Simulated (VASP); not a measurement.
# Quasiparticle energies of CuI (Marshite) in VASP, part 6 of 6

Aim: the quasiparticle gap of CuI (Marshite), and what it costs to get it. The cell is of the zinc-blende type, one of the forms listed for this formula. The start is a cell from a database of measured crystal structures.

VASP 6.6.1, plane waves and PAW; the level of theory is named at each step.

So far, quasiparticle gap on the mesh (eV): step 4 (evGW0, evGW0 on PBE) 2.40; step 5 (QPGW0, QPGW0 on PBE) 2.71. Also gap on the k-mesh (eV): step 3 (empty bands, functional PBE) 1.11; step 7 (another starting point, HSE06) 2.61.

The database entry behind the starting cell differs from later determinations by our own check (about 0.15 % long (mineral sample)), so it need not match the best structure at ambient conditions.

## 9. G0W0

This step: G0W0 on HSE06; plane waves and PAW (Cu_GW, I_GW) (VASP 6.6.1).

G0W0 keeps orbitals and screening fixed and shifts each of the lowest NBANDSGW levels once.

Input file INCAR:

```
SYSTEM = CuI
PREC = Accurate
ENCUT = 440
ISMEAR = 0
SIGMA = 0.01
LREAL = .FALSE.
LHFCALC = .TRUE.
AEXX = 0.25
GGA = PE
HFSCREEN = 0.2
LASPH = .TRUE.
NBANDS = 360
PRECFOCK = Fast
ALGO = EVGW0
NELMGW = 1
ENCUTGW = 200
NOMEGA = 48
NBANDSGW = 24
LWAVE = .FALSE.
LCHARG = .FALSE.
```

Input file POSCAR:

```
CuI
1.0
    0.0000000000      3.0315000000      3.0315000000
    3.0315000000      0.0000000000      3.0315000000
    3.0315000000      3.0315000000      0.0000000000
Cu I
1 1
Direct
    0.2500000000      0.2500000000      0.2500000000
    0.0000000000      0.0000000000      0.0000000000
```

Input file KPOINTS:

```
Automatic mesh
0
Gamma
6 6 6
0 0 0
```

Potentials, in the order of the species: Cu_GW and I_GW (PBE family, release 64).

The run starts from files that an earlier step left in the folder.

The run is started by

```
> mpirun -np 8 vasp_std
```

Log:

```text
[banner, memory and clock lines left out]
running    8 mpi-ranks, on    1 nodes
 distrk:  each k-point on    8 cores,    1 groups
 distr:  one band on    1 cores,    8 groups

 POSCAR found type information on POSCAR CuI
 POSCAR found :  2 types and       2 ions
 [... a notice as in an earlier step ...]

 [... a notice as in an earlier step ...]

 LDA part: xc-table for (Slater+PW92), standard interpolation
 found WAVECAR, reading the header
 POSCAR, INCAR and KPOINTS ok, starting setup
 FFT: planning ... GRIDC
 FFT: planning ... GRID_SOFT
 FFT: planning ... GRID
 reading WAVECAR
 the WAVECAR file was read successfully
 initial charge from wavefunction
 available memory per node:     30.28 GB, setting MAXMEM to     31008

 The Fermi energy was updated, please check that it is located mid-gap
 values below the HOMO (VB) or above the LUMO (CB) will cause erroneous energies
 E-fermi :   4.2902

 calculate exact exchange contribution
 the WAVEDER file was read successfully
energies w=
    0.000    0.000    0.613    0.000    1.224    0.000    1.830    0.000
    2.429    0.000    3.019    0.000    3.599    0.000    4.169    0.000
    4.729    0.000    5.277    0.000    5.816    0.000    6.347    0.000
    6.869    0.000    7.386    0.000    7.898    0.000    8.407    0.000
    8.916    0.000    9.426    0.000    9.940    0.000   10.460    0.000
   10.989    0.000   11.529    0.000   12.085    0.000   12.659    0.000
   13.256    0.000   13.880    0.000   14.538    0.000   15.235    0.000
   15.980    0.000   16.781    0.000   17.650    0.000   18.600    0.000
   19.649    0.000   20.818    0.000   22.136    0.000   23.638    0.000
   25.374    0.000   27.409    0.000   29.835    0.000   32.782    0.000
   36.448    0.000   41.133    0.000   47.335    0.000   55.924    0.000
   68.587    0.000   89.065    0.000  127.661    0.000  226.884    0.000
 responsefunction array rank=     368
 LDA part: xc-table for (Slater+PW92), standard interpolation

 min. memory requirement per mpi rank    564.1 MB, per node   4513.1 MB

 allocating   6 responsefunctions rank=   368
 shmem allocating  48 responsefunctions rank=   368
 response function shared by NCSHMEM nodes    1
 Doing            6  frequencies on each core in blocks of           48
NQ=   1    0.0000    0.0000    0.0000,
|.........|.........|.........|.........|.........|.........|.........|.........
 performed       1641000 updates of chi_q(r,r)
 total number of BLAS operations       1508.84 Gflops
NQ=   2    0.1667    0.0000    0.0000,
|.........|.........|.........|.........|.........|.........|.........|.........
 performed       4457000 updates of chi_q(r,r)
 total number of BLAS operations       4364.16 Gflops
NQ=   3    0.3333    0.0000    0.0000,
|.........|.........|.........|.........|.........|.........|.........|.........
 performed       7273000 updates of chi_q(r,r)
 total number of BLAS operations       7267.80 Gflops
NQ=   4    0.5000    0.0000    0.0000,
|.........|.........|.........|.........|.........|.........|.........|.........
 performed       9674000 updates of chi_q(r,r)
 total number of BLAS operations       9869.56 Gflops
NQ=   5    0.1667    0.1667    0.0000,
|.........|.........|.........|.........|.........|.........|.........|.........
 performed      12490000 updates of chi_q(r,r)
 total number of BLAS operations      12645.23 Gflops
NQ=   6    0.3333    0.1667    0.0000,
|.........|.........|.........|.........|.........|.........|.........|.........
 performed      16792000 updates of chi_q(r,r)
 total number of BLAS operations      16885.60 Gflops
NQ=   7    0.5000    0.1667    0.0000,
|.........|.........|.........|.........|.........|.........|.........|.........
 performed      21094000 updates of chi_q(r,r)
 total number of BLAS operations      21321.47 Gflops
NQ=   8   -0.3333    0.1667    0.0000,
|.........|.........|.........|.........|.........|.........|.........|.........
 performed      25396000 updates of chi_q(r,r)
 total number of BLAS operations      25708.05 Gflops
NQ=   9   -0.1667    0.1667    0.0000,
|.........|.........|.........|.........|.........|.........|.........|.........
 performed      29145000 updates of chi_q(r,r)
 total number of BLAS operations      29530.83 Gflops
NQ=  10    0.3333    0.3333    0.0000,
|.........|.........|.........|.........|.........|.........|.........|.........
 performed      31961000 updates of chi_q(r,r)
 total number of BLAS operations      32370.13 Gflops
NQ=  11    0.5000    0.3333    0.0000,
|.........|.........|.........|.........|.........|.........|.........|.........
 performed      36263000 updates of chi_q(r,r)
 total number of BLAS operations      36830.74 Gflops
NQ=  12   -0.3333    0.3333    0.0000,
|.........|.........|.........|.........|.........|.........|.........|.........
 performed      40012000 updates of chi_q(r,r)
 total number of BLAS operations      40568.34 Gflops
NQ=  13    0.5000    0.5000    0.0000,
|.........|.........|.........|.........|.........|.........|.........|.........
 performed      42171000 updates of chi_q(r,r)
 total number of BLAS operations      42589.08 Gflops
NQ=  14    0.5000    0.3333    0.1667,
|.........|.........|.........|.........|.........|.........|.........|.........
 performed      46991000 updates of chi_q(r,r)
 total number of BLAS operations      47504.21 Gflops
NQ=  15   -0.3333    0.3333    0.1667,
|.........|.........|.........|.........|.........|.........|.........|.........
 performed      51535000 updates of chi_q(r,r)
 total number of BLAS operations      52374.00 Gflops
NQ=  16   -0.3333    0.5000    0.1667,
|.........|.........|.........|.........|.........|.........|.........|.........
 performed      55301000 updates of chi_q(r,r)
 total number of BLAS operations      56279.22 Gflops
 resolving degeneracies of screened two electron integrals

 calculate QP shifts <psi_nk| G(iteration)W_0 |psi_nk>: iteration 1
 entering main loop
```

It took 7.3 min on 8 MPI ranks of Intel Xeon 6975P-C (Granite Rapids), shared host; peak memory 5.5 GiB; 58 min of CPU time.

OUTCAR, selected parts (step 9):

```text
   NELECT =      18.0000    total number of electrons

 E-fermi :   4.2902

 QP shifts <psi_nk| G(iteration)W_0 |psi_nk>: iteration 1
 for sc-GW calculations column KS-energies equals QP-energies in previous step
 and V_xc(KS)=  KS-energies - (<T + V_ion + V_H > + <T+V_H+V_ion>^1  + <V_x>^1)
 k-point   1 :       0.0000    0.0000    0.0000
  band No.  KS-energies  QP-energies   sigma(KS)   V_xc(KS)     V^pw_x(r,r')   Z            occupation Imag(sigma)
    ...
      6       0.4986       0.8619     -20.8969     -21.4232     -28.6345       0.6902       2.0000       0.0526
      7       2.9859       2.8425     -17.5754     -17.3884     -21.3033       0.7664       2.0000       0.0008
      8       2.9859       2.8425     -17.5754     -17.3884     -21.3033       0.7664       2.0000       0.0008
      9       2.9859       2.8425     -17.5754     -17.3884     -21.3033       0.7664       2.0000       0.0008
     10       5.5945       5.6375      -8.5314      -8.5837      -4.6776       0.8226       0.0000      -0.0988
     11       9.3481       9.3964      -8.6674      -8.7272      -4.6465       0.8068       0.0000      -0.0937
     12       9.3481       9.3964      -8.6674      -8.7272      -4.6465       0.8068       0.0000      -0.0937
     13       9.3481       9.3964      -8.6674      -8.7272      -4.6465       0.8068       0.0000      -0.0937
    ...

 k-point   2 :       0.1667    0.0000    0.0000
  band No.  KS-energies  QP-energies   sigma(KS)   V_xc(KS)     V^pw_x(r,r')   Z            occupation Imag(sigma)
    ...
      6       0.4902       0.8531     -20.8690     -21.3952     -28.6023       0.6896       2.0000       0.0530
      7       1.9384       1.9607     -18.2430     -18.2731     -23.1562       0.7423       2.0000       0.0149
      8       2.7618       2.6231     -17.5196     -17.3381     -21.3671       0.7642       2.0000       0.0027
      9       2.7618       2.6231     -17.5196     -17.3381     -21.3671       0.7642       2.0000       0.0027
     10       6.5193       6.5700      -8.8896      -8.9518      -4.9736       0.8158       0.0000      -0.0969
     11       9.3117       9.3275      -8.7263      -8.7460      -4.7115       0.8057       0.0000      -0.0985
     12       9.7180       9.7687      -8.7806      -8.8437      -4.6903       0.8036       0.0000      -0.0974
     13       9.7180       9.7687      -8.7806      -8.8437      -4.6903       0.8036       0.0000      -0.0974
    ...

[... 8 parts as in an earlier step ...]

[... 8 further parts left out ...]
```

Numbers from this step:

```
quasiparticle gap on the mesh                 : 2.795 eV
smallest direct quasiparticle gap on the mesh : 2.795 eV
gap of the starting orbitals on the mesh      : 2.609 eV
```

GW takes the gap from 2.609 to 2.795 eV. That is +681 meV against the one-shot pass on PBE. Spin-orbit coupling is left out. The value holds for 360 bands, ENCUTGW = 200 eV and this mesh, and isn't shown to be converged in them.

## 10. Summary

This step: GW series: evGW0 on PBE, QPGW0 on PBE, G0W0 on HSE06; plane waves and PAW (VASP 6.6.1).

This step runs nothing: it gathers the runs above.

Cost is wall time times ranks on a shared host, with the step that makes the empty bands. GW runs:

| level | bands | ENCUTGW (eV) | NOMEGA | k mesh | starting gap (eV) | quasiparticle gap (eV) | direct gap (eV) | cost (core minutes) |
| --- | --- | --- | --- | --- | --- | --- | --- | --- |
| evGW0 on PBE | 360 | 200 | 48 | 6x6x6 | 1.111 | 2.399 | 2.399 | 248.2 |
| QPGW0 on PBE | 360 | 200 | 48 | 6x6x6 | 1.111 | 2.705 | 2.705 | 538.4 |
| G0W0 on HSE06 | 360 | 200 | 48 | 6x6x6 | 2.609 | 2.795 | 2.795 | 220.6 |

## 11. Outcome

* evGW0 on PBE, 360 bands, ENCUTGW 200 eV, NOMEGA 48, mesh 6×6×6: 1.112 → 2.399 eV
* QPGW0 on PBE, 360 bands, ENCUTGW 200 eV, NOMEGA 48, mesh 6×6×6: 1.112 → 2.705 eV
* G0W0 on HSE06, 360 bands, ENCUTGW 200 eV, NOMEGA 48, mesh 6×6×6: 2.609 → 2.795 eV

**Reading.** evGW0 gives a quasiparticle gap of 2.399 eV on the mesh, 1.29 eV over the PBE gap on the same mesh. On mesh and path the starting valence top lies at Γ and the conduction bottom at Γ, so the starting gap is direct. Both points lie on the GW mesh. Over the final values of the levels run here the gap spans 2.40 to 2.80 eV. In evGW0 the first pass, which is the one-shot result, gives 2.114 eV and pass 4 gives 2.399 eV; the last pass changed the gap by +17 meV, so more passes would move it further. In QPGW0 the first pass gives 2.095 eV and pass 4 gives 2.705 eV; the last pass changed the gap by +38 meV, so more passes would move it further. One-shot gaps: 2.114 eV from PBE and 2.795 eV from HSE06. The starting gaps span 1.50 eV and the one-shot gaps 0.68 eV. Bands, response cutoff and mesh weren't tested for convergence. In Cu_GW the d shell is in the valence without all the semicore s and p states of the same shell; those stay frozen in the core, and how far that moves the GW gap wasn't tested here. Spin-orbit coupling is left out; with Cu and I in the cell it can split or shift band edges, by an amount that depends on which atoms form them and isn't tested here. Not tabulated here, as repeats of values shown or as unfit to read for their mesh, reference level or band range: eps2 curves (empty bands); eps1 curves and static values (empty bands); gaps (empty bands).

[Lines on the potential files, build, host, timing and source positions are cut from VASP's logs without a mark.]

[Logs are printed without paths, hosts, clocks, repeated set-up lines and the standing remarks that a program may print on its own settings, such as how far it seeks lower states.]

[Hosts, paths, dates, database ids (printed as entryN), source tags and the programs' standing remarks are cut or masked in the printed files.]

[Pressures printed for these runs are not shown converged in the cutoff: they can be off by several GPa and have the wrong sign.]
